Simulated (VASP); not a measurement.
# AlV2C: accuracy against cost in the SCF threshold and precision settings

How sensitive are energy, pressure and forces of AlV2C to the SCF threshold and precision settings? The series runs use PBE. The SCF threshold tried: EDIFF = 0.01; EDIFF = 0.001; EDIFF = 1E-04; EDIFF = 1E-05; EDIFF = 1E-06; EDIFF = 1E-08. The precision settings tried: PREC = Low; PREC = Medium; PREC = Normal; PREC = Single; PREC = Accurate; LREAL = Auto; ADDGRID = .TRUE.; LASPH = .FALSE.. The start is a computed cell from the Materials Project.

Main program and level: VASP 6.6.1; PBE, spin-polarised from a ferromagnetic start; plane waves and PAW (Al, V_sv, C).

**1. The starting structure**

The structure is hexagonal, space group P6_3/mmc (No. 194). The conventional cell has a = 2.888 Å, b = 2.888 Å, c = 13.105 Å, α = 90.00°, β = 90.00°, γ = 120.00°. Al has 6 V at 2.72 Å and 6 Al at 2.89 Å nearest. Nearest to V lie 3 C at 2.02 Å and 3 Al at 2.72 Å. Nearest to C lie 6 V at 2.02 Å. Farther neighbours are not listed.

**2. SCF threshold: EDIFF = 0.01**

EDIFF stops the electronic loop; forces need it tighter than energies do. PBE, the usual starting point, adds the gradient of the density.

Input file INCAR:

```
SYSTEM = AlV2C
PREC = Accurate
ENCUT = 520
EDIFF = 0.01
NELM = 100
ISMEAR = -1
SIGMA = 0.05
LREAL = .FALSE.
ALGO = Normal
GGA = PE
NBANDS = 50
ISPIN = 2
MAGMOM = 0 0 2 2 2 2 0 0
LASPH = .TRUE.
LMAXMIX = 4
LORBIT = 11
LWAVE = .FALSE.
LCHARG = .FALSE.
KPAR = 8
ISIF = 2
```

Input file POSCAR:

```
AlV2C
1.0
    2.8875990726      0.0000000000      0.0000000000
   -1.4437995363      2.5007341528      0.0000000000
    0.0000000000      0.0000000000     13.1048231100
Al V C
2 4 2
Direct
    0.3333333300      0.6666666700      0.2500000000
    0.6666666700      0.3333333300      0.7500000000
    0.3333333300      0.6666666700      0.5863842200
    0.6666666700      0.3333333300      0.4136157800
    0.6666666700      0.3333333300      0.0863842200
    0.3333333300      0.6666666700      0.9136157800
    0.0000000000      0.0000000000      0.0000000000
    0.0000000000      0.0000000000      0.5000000000
```

Input file KPOINTS:

```
Automatic mesh
0
Gamma
8 8 2
0 0 0
```

The projector-augmented-wave data sets are Al, V_sv and C (PBE family, release 64).

Launch:

```
$ mpirun -np 8 vasp_std
```

The log of the run:

```text
[banner, memory and clock lines left out]
running    8 mpi-ranks, on    1 nodes
 distrk:  each k-point on    1 cores,    8 groups
 distr:  one band on    1 cores,    1 groups

 POSCAR found type information on POSCAR AlV C
 POSCAR found :  3 types and       8 ions
|                                                                             |
|           W    W    AA    RRRRR   N    N  II  N    N   GGGG   !!!           |
|           W    W   A  A   R    R  NN   N  II  NN   N  G    G  !!!           |
|           W    W  A    A  R    R  N N  N  II  N N  N  G       !!!           |
|           W WW W  AAAAAA  RRRRR   N  N N  II  N  N N  G  GGG   !            |
|           WW  WW  A    A  R   R   N   NN  II  N   NN  G    G                |
|           W    W  A    A  R    R  N    N  II  N    N   GGGG   !!!           |
|                                                                             |
|     For optimal performance we recommend to set                             |
|       NCORE = 2 up to number-of-cores-per-socket                            |
|     NCORE specifies how many cores store one orbital (NPAR=cpu/NCORE).      |
|     This setting can greatly improve the performance of VASP for DFT.       |
|     The default, NCORE=1 might be grossly inefficient on modern             |
|     multi-core architectures or massively parallel machines. Do your        |
|     Unfortunately you need to use the default for GW and RPA                |
|     calculations (for HF NCORE is supported but not extensively tested      |
|     yet).                                                                   |
|                                                                             |

 LDA part: xc-table for (Slater+PW92), standard interpolation
 POSCAR, INCAR and KPOINTS ok, starting setup
 FFT: planning ... GRIDC
 FFT: planning ... GRID_SOFT
 FFT: planning ... GRID
 WAVECAR not read
 entering main loop
       N       E                     dE             d eps       ncg     rms          rms(c)
DAV:   1     0.889754868792E+03    0.88975E+03   -0.36542E+04  4024   0.141E+03
DAV:   2    -0.221227775091E+02   -0.91188E+03   -0.87499E+03  4072   0.478E+02
DAV:   3    -0.786896838031E+02   -0.56567E+02   -0.54702E+02  4812   0.125E+02
DAV:   4    -0.803703419149E+02   -0.16807E+01   -0.16708E+01  4714   0.196E+01
DAV:   5    -0.803947342715E+02   -0.24392E-01   -0.24376E-01  4634   0.268E+00    0.591E+01
DAV:   6    -0.667837901903E+02    0.13611E+02   -0.99930E+01  4796   0.642E+01    0.179E+01
DAV:   7    -0.658466456573E+02    0.93714E+00   -0.27451E+01  4450   0.359E+01    0.170E+01
DAV:   8    -0.658394803443E+02    0.71653E-02   -0.21547E+00  4532   0.771E+00    0.835E+00
DAV:   9    -0.659505068444E+02   -0.11103E+00   -0.66931E-01  4646   0.528E+00    0.203E+00
DAV:  10    -0.660269031195E+02   -0.76396E-01   -0.46858E-02  3702   0.129E+00    0.140E+00
DAV:  11    -0.660941764892E+02   -0.67273E-01   -0.62290E-02  4064   0.146E+00    0.739E-01
DAV:  12    -0.660952331591E+02   -0.10567E-02   -0.85945E-03  2148   0.603E-01
   1 F= -.66095233E+02 E0= -.66074423E+02  d E =-.416197E-01  mag=     0.0926
```

Run time: 37 s. Hardware: 8 MPI ranks of AMD EPYC 7R43, shared host; peak memory 2.6 GiB; 4.6 min of CPU time.

Lines that name or quote the potential files are left out of all logs, and their timing lines are given in words.

From OUTCAR (step 2):

```text
ion  position               nearest neighbor table
   1  0.333  0.667  0.250-   4 2.72   5 2.72   4 2.72   5 2.72   4 2.72   5 2.72
   2  0.667  0.333  0.750-   3 2.72   6 2.72   3 2.72   6 2.72   3 2.72   6 2.72
   3  0.333  0.667  0.586-   8 2.02   8 2.02   8 2.02   2 2.72   2 2.72   2 2.72   4 2.81   4 2.81
                             4 2.81
   4  0.667  0.333  0.414-   8 2.02   8 2.02   8 2.02   1 2.72   1 2.72   1 2.72   3 2.81   3 2.81
                             3 2.81
   5  0.667  0.333  0.086-   7 2.02   7 2.02   7 2.02   1 2.72   1 2.72   1 2.72   6 2.81   6 2.81
                             6 2.81
   6  0.333  0.667  0.914-   7 2.02   7 2.02   7 2.02   2 2.72   2 2.72   2 2.72   5 2.81   5 2.81
                             5 2.81
   7  0.000  0.000  0.000-   5 2.02   6 2.02   6 2.02   5 2.02   5 2.02   6 2.02
   8  0.000  0.000  0.500-   3 2.02   4 2.02   3 2.02   4 2.02   4 2.02   3 2.02

  LATTYP: Found a hexagonal cell.
 ALAT       =     2.8875990726
 C/A-ratio  =     4.5383111646

 Subroutine GETGRP returns: Found 24 space group operations
 (whereof 12 operations were pure point group operations)

The static configuration has the point symmetry D_3d.
 The point group associated with its full space group is D_6h.

 Found     20 irreducible k-points:

   k-points           NKPTS =     20   k-points in BZ     NKDIM =     20   number of bands    NBANDS=     50

   dimension x,y,z NGX =    24 NGY =   24 NGZ =   98
   dimension x,y,z NGXF=    48 NGYF=   48 NGZF=  196

   ENCUT  =  520.0 eV  38.22 Ry    6.18 a.u.   5.37  5.37 24.37*2*pi/ulx,y,z

   NELECT =      66.0000    total number of electrons

 k-points in reciprocal lattice and weights: Automatic mesh
   0.00000000  0.00000000  0.00000000       0.008
   0.12500000  0.00000000  0.00000000       0.047
   0.25000000  0.00000000  0.00000000       0.047
   0.37500000 -0.00000000  0.00000000       0.047
   0.50000000  0.00000000  0.00000000       0.023
   0.12500000  0.12500000  0.00000000       0.047
   0.25000000  0.12500000  0.00000000       0.094
   0.37500000  0.12500000  0.00000000       0.094
   0.25000000  0.25000000  0.00000000       0.047
[...]
0.25000000  0.25000000  0.50000000       0.047
   0.37500000  0.25000000  0.50000000       0.047

 average (electrostatic) potential at core
       1 -70.2824       2 -70.2824       3 -70.9943       4 -70.9943       5 -70.9943
       6 -70.9943       7 -45.1277       8 -45.1277

 E-fermi :   9.6670

 spin component 1
 k-point     1 :       0.0000    0.0000    0.0000
  band No.  band energies     occupation
    ...
     30       8.9653      1.00000
     31       9.3866      0.99634
     32       9.3866      0.99634
     33       9.4025      0.99498
     34       9.4025      0.99498
     35      10.2248      0.00001
     36      10.2248      0.00001
     37      10.2641      0.00001
     38      10.2641      0.00001
     39      10.9806      0.00000
    ...

 k-point     2 :       0.1250    0.0000    0.0000
  band No.  band energies     occupation
    ...
     30       8.9567      1.00000
     31       8.9930      1.00000
     32       9.1772      0.99994
     33       9.6017      0.78673
     34       9.6264      0.69251
     35       9.7661      0.12108
     36      10.1362      0.00008
     37      10.1527      0.00006
     38      10.1973      0.00002
     39      11.0475      0.00000
    ...

 k-point     3 :       0.2500    0.0000    0.0000
  band No.  band energies     occupation
    ...
     28       7.6267      1.00000
     29       8.0204      1.00000
     30       8.1716      1.00000
     31       8.7183      1.00000
     32       9.0461      1.00000
     33       9.6918      0.37874
     34      10.0040      0.00118
     35      10.0722      0.00030
     36      10.1292      0.00010
     37      10.5475      0.00000
    ...

 k-point     4 :       0.3750   -0.0000    0.0000
  band No.  band energies     occupation
    ...
     28       7.3751      1.00000
     29       7.7201      1.00000
     30       7.9276      1.00000
     31       7.9522      1.00000
     32       8.0356      1.00000
     33      10.2298      0.00001
     34      10.4287      0.00000
     35      10.4863      0.00000
     36      10.6026      0.00000
     37      11.1313      0.00000
    ...

 k-point     5 :       0.5000    0.0000    0.0000
  band No.  band energies     occupation
    ...
     28       6.6871      1.00000
     29       7.1349      1.00000
     30       7.2018      1.00000
     31       8.0895      1.00000
     32       8.1124      1.00000
     33      10.3349      0.00000
     34      10.6605      0.00000
     35      10.7312      0.00000
     36      10.8158      0.00000
     37      11.3978      0.00000
    ...

 k-point     6 :       0.1250    0.1250    0.0000
  band No.  band energies     occupation
    ...
     30       8.4718      1.00000
     31       8.6412      1.00000
     32       9.3463      0.99837
     33       9.4279      0.99170
     34       9.6231      0.70662
     35       9.7085      0.30382
     36      10.2941      0.00000
     37      10.3479      0.00000
     38      10.4143      0.00000
     39      10.9736      0.00000
    ...

  Total        0.2489046      0.2489046     -0.7716816     -0.0000000      0.0000000      0.0000000
  in kB        4.2141305      4.2141305    -13.0651121     -0.0000000      0.0000000      0.0000000
  external PRESSURE =      -1.5456171 kB  Pullay stress =       0.0000000 kB

  energy-cutoff  :      520.00
  volume of cell :       94.63
      direct lattice vectors                 reciprocal lattice vectors
     2.887599073  0.000000000  0.000000000     0.346308464  0.199941285  0.000000000
    -1.443799536  2.500734153  0.000000000     0.000000000  0.399882570  0.000000000
     0.000000000  0.000000000 13.104823110     0.000000000  0.000000000  0.076307783

 POSITION                                       TOTAL-FORCE (eV/Angst)
 -----------------------------------------------------------------------------------
     -0.00000      1.66716      3.27621        -0.000000     -0.000000      0.000000
      1.44380      0.83358      9.82862         0.000000     -0.000000      0.000000
     -0.00000      1.66716      7.68446        -0.000000     -0.000000     -0.386620
      1.44380      0.83358      5.42036         0.000000      0.000000      0.386620
      1.44380      0.83358      1.13205         0.000000      0.000000     -0.386620
     -0.00000      1.66716     11.97277        -0.000000     -0.000000      0.386620
      0.00000      0.00000      0.00000        -0.000000     -0.000000      0.000000
      0.00000      0.00000      6.55241         0.000000     -0.000000      0.000000
 -----------------------------------------------------------------------------------
    total drift:                               -0.000020      0.000011     -0.000001

  FREE ENERGIE OF THE ION-ELECTRON SYSTEM (eV)
  ---------------------------------------------------
  free  energy   TOTEN  =       -66.0952331591 eV

  energy  without entropy=      -66.0536134405  energy(sigma->0) =      -66.07442330

 total charge
# of ion       s       p       d       tot
------------------------------------------
    1        0.424   0.398   0.000   0.822
    2        0.424   0.398   0.000   0.822
    3        2.272   6.287   3.153  11.712
    4        2.272   6.287   3.153  11.712
    5        2.272   6.287   3.153  11.712
    6        2.272   6.287   3.153  11.712
    7        0.907   1.581   0.000   2.488
    8        0.907   1.581   0.000   2.488
--------------------------------------------------
tot         11.750  29.105  12.612  53.466

 magnetization (x)
# of ion       s       p       d       tot
------------------------------------------
    1       -0.000   0.000   0.000  -0.000
    2       -0.000   0.000   0.000  -0.000
    3        0.000   0.001   0.017   0.017
    4        0.000   0.001   0.017   0.017
    5        0.000   0.001   0.017   0.017
    6        0.000   0.001   0.017   0.017
    7       -0.001  -0.002   0.000  -0.003
    8       -0.001  -0.002   0.000  -0.003
--------------------------------------------------
tot         -0.002  -0.002   0.067   0.064

[... 6 further parts left out ...]
```

The moments of the start collapse, so the state is non-magnetic; other starts or orders were not tried. The k-mesh is coarse for a metal.

This step gave:

* SCF cycles: 12
* electrons: 66
* bands: 50
* irreducible k-points: 20
* symmetry operations: 24
* free energy (TOTEN): -66.0952 eV
* energy at zero smearing: -66.0744 eV
* Fermi energy: 9.667 eV
* pressure: -0.1546 GPa
* moment of the cell, from the last line of the log: 0.0926 μB
* metallic: yes

Spin moment in the PAW sphere by atom:

```csv
atom,spin moment in the PAW sphere (μB)
Al1,0.0000
Al2,0.0000
V3,0.0170
V4,0.0170
V5,0.0170
V6,0.0170
C7,-0.0030
C8,-0.0030
```

The series starts at -8.2593 eV an atom and -0.15 GPa, after 12 cycles in 37 s.

**3. SCF threshold: EDIFF = 0.001**

INCAR, as its differences from that of step 2:

```diff
@@ -3,3 +3,3 @@
 ENCUT = 520
-EDIFF = 0.01
+EDIFF = 0.001
 NELM = 100
```

POSCAR is that of step 2.

KPOINTS is that of step 2.

Launch:

```
$ mpirun -np 8 vasp_std
```

The log of the run:

```text
[banner, memory and clock lines left out]
running    8 mpi-ranks, on    1 nodes
[...]
[... a notice as in an earlier step ...]

 LDA part: xc-table for (Slater+PW92), standard interpolation
 POSCAR, INCAR and KPOINTS ok, starting setup
[...]
entering main loop
       N       E                     dE             d eps       ncg     rms          rms(c)
[... 9 cycles as in an earlier step ...]
DAV:  10    -0.660269485823E+02   -0.76442E-01   -0.47312E-02  4434   0.129E+00    0.140E+00
DAV:  11    -0.660942288133E+02   -0.67280E-01   -0.62445E-02  4892   0.142E+00    0.742E-01
DAV:  12    -0.660952975343E+02   -0.10687E-02   -0.95059E-03  4134   0.585E-01    0.481E-01
DAV:  13    -0.660967796822E+02   -0.14821E-02   -0.50059E-03  3352   0.254E-01    0.232E-01
DAV:  14    -0.660970818132E+02   -0.30213E-03   -0.13716E-03  2516   0.238E-01
   1 F= -.66097082E+02 E0= -.66076367E+02  d E =-.414291E-01  mag=     0.0193
```

The job ended after 41 s (8 MPI ranks; peak memory 2.6 GiB).

OUTCAR, selected parts (step 3):

```text
  Total        2.1632278      2.1632278      1.1468696      0.0000000      0.0000000      0.0000000
  in kB       36.6249688     36.6249688     19.4173094      0.0000000      0.0000000      0.0000000
  external PRESSURE =      30.8890824 kB  Pullay stress =       0.0000000 kB

 POSITION                                       TOTAL-FORCE (eV/Angst)
 -----------------------------------------------------------------------------------
     -0.00000      1.66716      3.27621         0.000000      0.000000      0.000000
      1.44380      0.83358      9.82862         0.000000     -0.000000      0.000000
     -0.00000      1.66716      7.68446        -0.000000     -0.000000     -0.366729
      1.44380      0.83358      5.42036         0.000000     -0.000000      0.366729
      1.44380      0.83358      1.13205         0.000000      0.000000     -0.366729
     -0.00000      1.66716     11.97277        -0.000000     -0.000000      0.366729
      0.00000      0.00000      0.00000         0.000000     -0.000000      0.000000
      0.00000      0.00000      6.55241         0.000000     -0.000000      0.000000
 -----------------------------------------------------------------------------------
    total drift:                               -0.000019      0.000011     -0.000001

  FREE ENERGIE OF THE ION-ELECTRON SYSTEM (eV)
  ---------------------------------------------------
  free  energy   TOTEN  =       -66.0970818132 eV

  energy  without entropy=      -66.0556527420  energy(sigma->0) =      -66.07636728

 magnetization (x)
# of ion       s       p       d       tot
------------------------------------------
    1       -0.000  -0.000   0.000  -0.000
    2       -0.000  -0.000   0.000  -0.000
    3        0.000  -0.000   0.004   0.004
    4        0.000  -0.000   0.004   0.004
    5        0.000  -0.000   0.004   0.004
    6        0.000  -0.000   0.004   0.004
    7       -0.000  -0.000   0.000  -0.001
    8       -0.000  -0.000   0.000  -0.001
--------------------------------------------------
tot         -0.000  -0.001   0.014   0.013

[... 2 parts as in an earlier step ...]

[... 1 further part left out ...]
[key lines of the parts left out:]
E-fermi :   9.6538
```

Against the run before the energy moves by -0.24 meV an atom and the pressure by +3.24 GPa, after 14 cycles in 41 s.

**4. SCF threshold: EDIFF = 1E-04**

INCAR, as its differences from that of step 3:

```diff
@@ -3,3 +3,3 @@
 ENCUT = 520
-EDIFF = 0.001
+EDIFF = 1E-04
 NELM = 100
```

POSCAR is that of step 3.

KPOINTS is that of step 3.

Launch:

```
$ mpirun -np 8 vasp_std
```

The log of the run:

```text
[... set-up lines as in an earlier step ...]
 entering main loop
       N       E                     dE             d eps       ncg     rms          rms(c)
[... 11 cycles as in an earlier step ...]
DAV:  12    -0.660953004248E+02   -0.10716E-02   -0.95348E-03  4798   0.585E-01    0.482E-01
DAV:  13    -0.660967813678E+02   -0.14809E-02   -0.49993E-03  3698   0.248E-01    0.233E-01
DAV:  14    -0.660970896416E+02   -0.30827E-03   -0.14157E-03  4514   0.234E-01    0.863E-02
DAV:  15    -0.660970594735E+02    0.30168E-04   -0.10665E-04  2324   0.651E-02
   1 F= -.66097059E+02 E0= -.66076313E+02  d E =-.414920E-01  mag=     0.0060
```

Run time: 44 s. Hardware: 8 MPI ranks; peak memory 2.6 GiB; 5.7 min of CPU time.

OUTCAR, selected parts (step 4):

```text
  Total        1.8810467      1.8810467      0.8220495      0.0000000     -0.0000000      0.0000000
  in kB       31.8474440     31.8474440     13.9178756      0.0000000     -0.0000000      0.0000000
  external PRESSURE =      25.8709212 kB  Pullay stress =       0.0000000 kB

 POSITION                                       TOTAL-FORCE (eV/Angst)
 -----------------------------------------------------------------------------------
     -0.00000      1.66716      3.27621         0.000000      0.000000      0.000000
      1.44380      0.83358      9.82862         0.000000      0.000000      0.000000
     -0.00000      1.66716      7.68446        -0.000000     -0.000000     -0.372292
      1.44380      0.83358      5.42036        -0.000000      0.000000      0.372292
      1.44380      0.83358      1.13205        -0.000000     -0.000000     -0.372292
     -0.00000      1.66716     11.97277         0.000000     -0.000000      0.372292
      0.00000      0.00000      0.00000         0.000000      0.000000      0.000000
      0.00000      0.00000      6.55241         0.000000      0.000000      0.000000
 -----------------------------------------------------------------------------------
    total drift:                               -0.000019      0.000011     -0.000001

  FREE ENERGIE OF THE ION-ELECTRON SYSTEM (eV)
  ---------------------------------------------------
  free  energy   TOTEN  =       -66.0970594735 eV

  energy  without entropy=      -66.0555675109  energy(sigma->0) =      -66.07631349

 magnetization (x)
# of ion       s       p       d       tot
------------------------------------------
    1       -0.000  -0.000   0.000  -0.000
    2       -0.000  -0.000   0.000  -0.000
    3        0.000   0.000   0.002   0.002
    4        0.000   0.000   0.002   0.002
    5        0.000   0.000   0.002   0.002
    6        0.000   0.000   0.002   0.002
    7       -0.000  -0.000   0.000  -0.000
    8       -0.000  -0.000   0.000  -0.000
--------------------------------------------------
tot         -0.000  -0.000   0.008   0.008

[... 2 parts as in an earlier step ...]

[... 1 further part left out ...]
[key lines of the parts left out:]
E-fermi :   9.6557
```

Against the run before the energy moves by +0.01 meV an atom and the pressure by -0.50 GPa, after 15 cycles in 44 s.

(Part 1 of 3 ends here.)

[Lines on the potential files, build, host, timing and source positions are cut from VASP's logs without a mark.]

[Logs are printed without paths, hosts, clocks, repeated set-up lines and the standing remarks that a program may print on its own settings, such as how far it seeks lower states.]

[Hosts, paths, dates, database ids (printed as entryN), source tags and the programs' standing remarks are cut or masked in the printed files.]

[A measured line is paired with the nearest computed mode of its activity, which favours agreement.]
